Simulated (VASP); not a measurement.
# RbAgBr2: structure and properties in VASP

Aim: relax RbAgBr2, then compute properties on the relaxed cell. The steps: rough relaxation of the start cell, full relaxation (optB86b-vdW), density, ELF and potential (optB86b-vdW), bands along the symmetry lines (optB86b-vdW), total and projected DOS (optB86b-vdW), band structure (r2SCAN), zone-centre phonons (optB86b-vdW), core-level energies (optB86b-vdW) and relaxing the atoms (optB86b-vdW), changed input. The cell is invented: it takes the structure of a Materials Project entry for RbBr (space group 221 there), with some of its atoms replaced by other elements, volume scaled by an estimate. It may not be a known or stable phase.

Method: optB86b-vdW; plane waves and PAW (Ag, Rb_sv, Br), in the first sound run; inputs show where later runs differ, in VASP 6.6.1.

## 1. Starting point

Before any relaxation, the start is as follows. It takes space group P4/mmm (No. 123, tetragonal). The conventional cell has a = 3.909 Å, b = 3.909 Å, c = 7.818 Å, α = 90.00°, β = 90.00°, γ = 90.00°. Nearest to Ag lie 8 Br at 3.39 Å. Rb has 8 Br at 3.39 Å nearest. Nearest to Br lie 4 Rb at 3.39 Å and 4 Ag at 3.39 Å. It derives from RbBr. it takes the structure of a Materials Project entry for RbBr (space group 221 there), with some of its atoms replaced by other elements, volume scaled by an estimate. Farther neighbours and most contacts between anions are not listed.

As a file:

```cif
data_structure
_symmetry_space_group_name_H-M 'P4/mmm'
_symmetry_Int_Tables_number 123
_cell_length_a 3.9089
_cell_length_b 3.9089
_cell_length_c 7.8177
_cell_angle_alpha 90.000
_cell_angle_beta 90.000
_cell_angle_gamma 90.000
_cell_volume 119.45
loop_
_atom_site_label
_atom_site_type_symbol
_atom_site_symmetry_multiplicity
_atom_site_Wyckoff_symbol
_atom_site_fract_x
_atom_site_fract_y
_atom_site_fract_z
_atom_site_occupancy
Ag1 Ag 1 b 0.00000 0.00000 0.50000 1
Rb1 Rb 1 a 0.00000 0.00000 0.00000 1
Br1 Br 2 h 0.50000 0.50000 0.75000 1
```

## 2. Rough relaxation of the start cell

The start is only an estimate, so a cheap relaxation brings it near a minimum before any careful run. optB86b-vdW pairs nonlocal correlation with a less repulsive exchange of B86b form. LUSE_VDW switches on a nonlocal correlation term for dispersion.

The input, INCAR:

```
SYSTEM = RbAgBr2
PREC = Normal
ENCUT = 400
EDIFF = 1E-05
NELM = 60
ISMEAR = -1
SIGMA = 0.05
LREAL = .FALSE.
ALGO = Fast
GGA = MK
AGGAC = 0
LUSE_VDW = .TRUE.
PARAM1 = 0.1234
PARAM2 = 1
LASPH = .TRUE.
NBANDS = 23
LORBIT = 11
LWAVE = .FALSE.
LCHARG = .FALSE.
KPAR = 2
IBRION = 2
NSW = 40
ISIF = 3
EDIFFG = -0.04
```

The input, POSCAR:

```
RbAgBr2
1.0
    3.9088570000      0.0000000000      0.0000000000
    0.0000000000      3.9088570000      0.0000000000
    0.0000000000      0.0000000000      7.8177140000
Ag Rb Br
1 1 2
Direct
    0.0000000000      0.0000000000      0.5000000000
    0.0000000000      0.0000000000      0.0000000000
    0.5000000000      0.5000000000      0.7500000000
    0.5000000000      0.5000000000      0.2500000000
```

The input, KPOINTS:

```
Automatic mesh
0
Gamma
4 4 2
0 0 0
```

Potentials, in the order of the species: Ag, Rb_sv and Br (PBE family, release 64).

Run with:

```console
> mpirun -np 2 vasp_std
```

What it wrote:

```text
[banner, memory and clock lines left out]
running    2 mpi-ranks, on    1 nodes
 distrk:  each k-point on    1 cores,    2 groups
 distr:  one band on    1 cores,    1 groups

 POSCAR found type information on POSCAR AgRbBr
 POSCAR found :  3 types and       4 ions
|                                                                             |
|               ----> ADVICE to this user running VASP <----                  |
|                                                                             |
|     You have switched on vdW-DFT.                                           |
|     This routine was written and supplied by Jiri Klimes. We recommend      |
|     that you carefully read and cite the following publications:            |
|       J. Klimes, D.R. Bowler, A. Michelides                                 |
|          J. Phys.: Cond Matt. 22 022201 (2010)                              |
|       J. Klimes, D.R. Bowler, A. Michelides                                 |
|          Phys. Rev. B. 83, 195131 (2011)                                    |
|     and references therein.                                                 |
|                                                                             |

|                                                                             |
|               ----> ADVICE to this user running VASP <----                  |
|                                                                             |
|     You enforced a specific xc type in the INCAR file but a different       |
|     [... a line on the potential file left out ...]
|     I HOPE YOU KNOW WHAT YOU ARE DOING!                                     |
|                                                                             |

 LDA part: xc-table for (Slater+PW92), standard interpolation
 POSCAR, INCAR and KPOINTS ok, starting setup
 FFT: planning ... GRIDC
 FFT: planning ... GRID_SOFT
 FFT: planning ... GRID
 WAVECAR not read
 entering main loop
       N       E                     dE             d eps       ncg     rms          rms(c)
DAV:   1     0.189128727001E+03    0.18913E+03   -0.13232E+04   552   0.107E+03
DAV:   2     0.851999572088E+01   -0.18061E+03   -0.17220E+03   667   0.224E+02
DAV:   3    -0.237055831458E+01   -0.10891E+02   -0.10843E+02   739   0.571E+01
DAV:   4    -0.260724955084E+01   -0.23669E+00   -0.23658E+00   793   0.763E+00
DAV:   5    -0.261053857623E+01   -0.32890E-02   -0.32888E-02   730   0.796E-01    0.469E+00
RMM:   6    -0.192084302388E+01    0.68970E+00   -0.11607E+00   552   0.459E+00    0.319E+00
RMM:   7    -0.185000560112E+01    0.70837E-01   -0.44264E-01   558   0.236E+00    0.145E+00
RMM:   8    -0.184831594561E+01    0.16897E-02   -0.32103E-02   584   0.905E-01    0.591E-01
RMM:   9    -0.184849387414E+01   -0.17793E-03   -0.98403E-03   566   0.638E-01    0.126E-01
RMM:  10    -0.184863027847E+01   -0.13640E-03   -0.20083E-03   599   0.207E-01    0.654E-02
RMM:  11    -0.184879739624E+01   -0.16712E-03   -0.56266E-04   604   0.118E-01    0.313E-02
RMM:  12    -0.184881156794E+01   -0.14172E-04   -0.17688E-04   556   0.509E-02    0.116E-02
RMM:  13    -0.184881631339E+01   -0.47455E-05   -0.45578E-05   431   0.247E-02
   1 F= -.18488163E+01 E0= -.18488163E+01  d E =-.184882E+01
 curvature:   0.00 expect dE= 0.000E+00 dE for cont linesearch  0.000E+00
 trial: gam= 0.00000 g(F)=  0.574E-01 g(S)=  0.536E-01 ort = 0.000E+00 (trialstep = 0.100E+01)
 search vector abs. value=  0.111E+00
 bond charge predicted
       N       E                     dE             d eps       ncg     rms          rms(c)
DAV:   1    -0.245708498240E+01   -0.60827E+00   -0.14303E+01   552   0.263E+01    0.441E+00
RMM:   2    -0.199101693935E+01    0.46607E+00   -0.15123E+00   552   0.797E+00    0.143E+00
RMM:   3    -0.194595331393E+01    0.45064E-01   -0.26618E-01   552   0.274E+00    0.847E-01
RMM:   4    -0.194282269076E+01    0.31306E-02   -0.23198E-02   576   0.903E-01    0.314E-01
RMM:   5    -0.194274679878E+01    0.75892E-04   -0.82567E-03   591   0.487E-01    0.140E-01
RMM:   6    -0.194283678291E+01   -0.89984E-04   -0.15375E-03   622   0.213E-01    0.500E-02
RMM:   7    -0.194289009401E+01   -0.53311E-04   -0.45990E-04   634   0.110E-01    0.193E-02
RMM:   8    -0.194290615908E+01   -0.16065E-04   -0.15319E-04   534   0.536E-02    0.874E-03
RMM:   9    -0.194291400415E+01   -0.78451E-05   -0.60413E-05   401   0.262E-02
   2 F= -.19429140E+01 E0= -.19429140E+01  d E =-.940977E-01
[...]
3 F= -.19980667E+01 E0= -.19980667E+01  d E =-.149250E+00
[...]
4 F= -.20093188E+01 E0= -.20093188E+01  d E =-.160502E+00
[...]
5 F= -.20679610E+01 E0= -.20679610E+01  d E =-.586422E-01
[...]
6 F= -.20888877E+01 E0= -.20888877E+01  d E =-.795689E-01
[...]
7 F= -.20889108E+01 E0= -.20889108E+01  d E =-.795920E-01
 curvature:  -1.95 expect dE=-0.787E-02 dE for cont linesearch -0.911E-08
 trial: gam=-0.01921 g(F)=  0.225E-03 g(S)=  0.380E-02 ort = 0.198E-04 (trialstep = 0.159E+01)
 search vector abs. value=  0.406E-02
 bond charge predicted
       N       E                     dE             d eps       ncg     rms          rms(c)
DAV:   1    -0.212891670746E+01   -0.40002E-01   -0.13151E+00   566   0.780E+00    0.120E+00
RMM:   2    -0.209745379942E+01    0.31463E-01   -0.80476E-02   552   0.192E+00    0.486E-01
RMM:   3    -0.209248926989E+01    0.49645E-02   -0.16078E-02   552   0.682E-01    0.281E-01
RMM:   4    -0.209164520492E+01    0.84406E-03   -0.24583E-03   571   0.291E-01    0.753E-02
RMM:   5    -0.209161889765E+01    0.26307E-04   -0.65303E-04   588   0.153E-01    0.390E-02
RMM:   6    -0.209162245185E+01   -0.35542E-05   -0.16227E-04   566   0.747E-02    0.119E-02
RMM:   7    -0.209162761734E+01   -0.51655E-05   -0.44867E-05   430   0.301E-02
   8 F= -.20916276E+01 E0= -.20916276E+01  d E =-.271681E-02
 trial-energy change:   -0.002717  1 .order   -0.002991   -0.006422    0.000440
 step:   1.4633(harm=  1.4921)  dis= 0.00463  next Energy=    -2.091646 (dE=-0.274E-02)
 reached required accuracy - stopping structural energy minimisation
```

The job ended after 2.7 min (2 MPI ranks of AMD EPYC 7R43, shared host; peak memory 0.53 GiB; 5.4 min of CPU time).

The logs omit lines about the potential files and the build; timing stands in the text.

OUTCAR, selected parts (step 2):

```text
ion  position               nearest neighbor table
   1  0.000  0.000  0.500-   2 3.91   2 3.91
   2  0.000  0.000  0.000-   3 3.39   4 3.39   3 3.39   4 3.39   3 3.39   4 3.39   3 3.39   4 3.39
                             1 3.91   1 3.91
   3  0.500  0.500  0.750-   2 3.39   2 3.39   2 3.39   2 3.39
   4  0.500  0.500  0.250-   2 3.39   2 3.39   2 3.39   2 3.39

  LATTYP: Found a simple tetragonal cell.
 ALAT       =     3.9088570000
 C/A-ratio  =     2.0000000000

 Subroutine GETGRP returns: Found 16 space group operations
 (whereof 16 operations were pure point group operations)

The static configuration has the point symmetry D_4h.

 Found     12 irreducible k-points:

   k-points           NKPTS =     12   k-points in BZ     NKDIM =     12   number of bands    NBANDS=     23

   dimension x,y,z NGX =    20 NGY =   20 NGZ =   40
   dimension x,y,z NGXF=    40 NGYF=   40 NGZF=   80

   ENCUT  =  400.0 eV  29.40 Ry    5.42 a.u.   6.37  6.37 12.75*2*pi/ulx,y,z

   NELECT =      34.0000    total number of electrons

 k-points in reciprocal lattice and weights: Automatic mesh
   0.00000000  0.00000000  0.00000000       0.031
   0.25000000  0.00000000  0.00000000       0.125
   0.50000000  0.00000000  0.00000000       0.062
   0.25000000  0.25000000  0.00000000       0.125
   0.50000000  0.25000000  0.00000000       0.125
   0.50000000  0.50000000  0.00000000       0.031
   0.00000000  0.00000000  0.50000000       0.031
   0.25000000  0.00000000  0.50000000       0.125
   0.50000000  0.00000000  0.50000000       0.062
   0.25000000  0.25000000  0.50000000       0.125
   0.50000000  0.25000000  0.50000000       0.125
   0.50000000  0.50000000  0.50000000       0.031

 average (electrostatic) potential at core
       1 -75.3385       2 -36.3924       3 -62.4558       4 -62.4558

 E-fermi :   2.3320

 k-point     1 :       0.0000    0.0000    0.0000
  band No.  band energies     occupation
    ...
     13       0.6588      2.00000
     14       0.6588      2.00000
     15       0.6863      2.00000
     16       1.3099      2.00000
     17       1.3099      2.00000
     18       3.1621      0.00000
     19       6.5912      0.00000
     20       6.8086      0.00000
     21       6.9499      0.00000
     22       9.5377      0.00000
    ...

 k-point     2 :       0.2500    0.0000    0.0000
  band No.  band energies     occupation
    ...
     13      -0.2000      2.00000
     14       0.0197      2.00000
     15       1.0314      2.00000
     16       1.0476      2.00000
     17       1.2406      2.00000
     18       4.4967      0.00000
     19       6.4344      0.00000
     20       7.8523      0.00000
     21       8.1257      0.00000
     22       8.4673      0.00000
    ...

 k-point     3 :       0.5000    0.0000    0.0000
  band No.  band energies     occupation
    ...
     13      -0.5652      2.00000
     14      -0.2253      2.00000
     15       1.0436      2.00000
     16       1.1516      2.00000
     17       1.3487      2.00000
     18       4.5358      0.00000
     19       7.0949      0.00000
     20       7.8256      0.00000
     21       8.5543      0.00000
     22       9.6364      0.00000
    ...

Total vdW correction in eV:      6.5564067

  Total       -0.1081224     -0.1081224     -0.0312962      0.0000000     -0.0000000      0.0000000
  in kB       -1.5692131     -1.5692131     -0.4542119      0.0000000     -0.0000000      0.0000000
  external PRESSURE =      -1.1975460 kB  Pullay stress =       0.0000000 kB

  energy-cutoff  :      400.00
  volume of cell :      110.39
      direct lattice vectors                 reciprocal lattice vectors
     3.769326796 -0.000000000 -0.000000000     0.265299364  0.000000000 -0.000000000
     0.000000000  3.769326796  0.000000000     0.000000000  0.265299364 -0.000000000
     0.000000000  0.000000000  7.769924506     0.000000000  0.000000000  0.128701379

 POSITION                                       TOTAL-FORCE (eV/Angst)
 -----------------------------------------------------------------------------------
      3.76933      3.76933      3.88496         0.000000      0.000000      0.000000
      3.76933      3.76933      0.00000         0.000000     -0.000000      0.000000
      1.88466      1.88466      5.61601        -0.000000     -0.000000     -0.010919
      1.88466      1.88466      2.15392         0.000000      0.000000      0.010919
 -----------------------------------------------------------------------------------
    total drift:                                0.000000      0.000000      0.000000

  FREE ENERGIE OF THE ION-ELECTRON SYSTEM (eV)
  ---------------------------------------------------
  free  energy   TOTEN  =        -2.0916276173 eV

  energy  without entropy=       -2.0916276102  energy(sigma->0) =       -2.09162761

Total vdW correction in eV:      6.5563570

 reached required accuracy - stopping structural energy minimisation

 total charge
# of ion       s       p       d       tot
------------------------------------------
    1        0.162   0.094   9.365   9.621
    2        1.941   5.360   0.034   7.335
    3        1.622   3.243   0.009   4.874
    4        1.622   3.243   0.009   4.874
--------------------------------------------------
tot          5.348  11.940   9.416  26.704

[... 3 further parts left out ...]
```

CONTCAR:

```
RbAgBr2
   1.00000000000000
     3.7693267963439374   -0.0000000000000000   -0.0000000000000000
     0.0000000000000000    3.7693267963439374    0.0000000000000000
     0.0000000000000000    0.0000000000000000    7.7699245058676105
  Ag              Rb              Br
     1     1     2
Direct
     1.0000000000000000    1.0000000000000000    0.5000000000000000
     1.0000000000000000    1.0000000000000000    0.0000000000000000
     0.5000000000000000    0.5000000000000000    0.7227878188659875
     0.5000000000000000    0.5000000000000000    0.2772121811340124
```

The gap is read on the k-mesh alone, so it is an upper bound where the band edges lie off the mesh. This relaxation is a rough one on cheap settings, only to bring the start near its minimum. The PAW data sets were made with PBE, which is usual practice but a small mismatch for other functionals. The run keeps the 16 symmetry operations of its start, so it cannot find a distortion of lower symmetry.

Relaxation path:

| step | energy less that of the first step (eV) | largest force (eV/Å) | pressure (GPa) | volume (Å³) |
| --- | --- | --- | --- | --- |
| 1 | 0.0000 | 0.7713 | -1.63 | 119.45 |
| 2 | -0.0941 | 0.7185 | -0.75 | 114.27 |
| 3 | -0.1493 | 0.4468 | 2.44 | 103.02 |
| 4 | -0.1605 | 0.5659 | 1.20 | 106.47 |
| 5 | -0.2191 | 0.2704 | 0.67 | 107.80 |
| 6 | -0.2401 | 0.0338 | 0.25 | 109.19 |
| 7 | -0.2401 | 0.0483 | 0.28 | 109.24 |
| 8 | -0.2428 | 0.0109 | -0.12 | 110.39 |

| conventional cell, symmetrised | before | after | change |
| --- | --- | --- | --- |
| a (Å) | 3.909 | 3.769 | -3.6 % |
| b (Å) | 3.909 | 3.769 | -3.6 % |
| c (Å) | 7.818 | 7.770 | -0.6 % |
| volume (Å³/atom) | 29.86 | 27.60 | -7.6 % |

The atoms that moved most (Å, as changes of fractional coordinates times the final cell):

| atom | dx | dy | dz | length |
| --- | --- | --- | --- | --- |
| Br3 | 0.000 | 0.000 | -0.211 | 0.211 |
| Br4 | 0.000 | 0.000 | 0.211 | 0.211 |

Final coordinates:

```xyz
4
Lattice="3.7693 0.0000 0.0000 0.0000 3.7693 0.0000 0.0000 0.0000 7.7699" Properties=species:S:1:pos:R:3 pbc="T T T"
Ag    0.0000    0.0000    3.8850
Rb    0.0000    0.0000    0.0000
Br    1.8847    1.8847    5.6160
Br    1.8847    1.8847    2.1539
```

A gap read on the k-mesh alone can miss the band edges.

This step gave:

- electrons: 34
- bands: 23
- irreducible k-points: 12
- symmetry operations: 16
- free energy (TOTEN): -2.092 eV
- Fermi energy: 2.332 eV
- pressure: -0.1198 GPa
- metallic: no
- valence top at k: 0.5, 0, 0.5
- conduction bottom at k: 0, 0, 0
- least direct gap at k: 0, 0, 0
- SCF cycles over all ionic steps: 68
- gap on the k-mesh: 1.724 eV
- least direct gap on the k-mesh: 1.852 eV

It ends with a largest force of 0.011 eV/Å and a pressure of -0.12 GPa.

(Part 1 of 6 ends here.)

[Lines on the potential files, build, host, timing and source positions are cut from VASP's logs without a mark.]

[Logs are printed without paths, hosts, clocks, repeated set-up lines and the standing remarks that a program may print on its own settings, such as how far it seeks lower states.]

[Hosts, paths, dates, database ids (printed as entryN), source tags and the programs' standing remarks are cut or masked in the printed files.]

[A measured line is paired with the nearest computed mode of its activity, which favours agreement.]
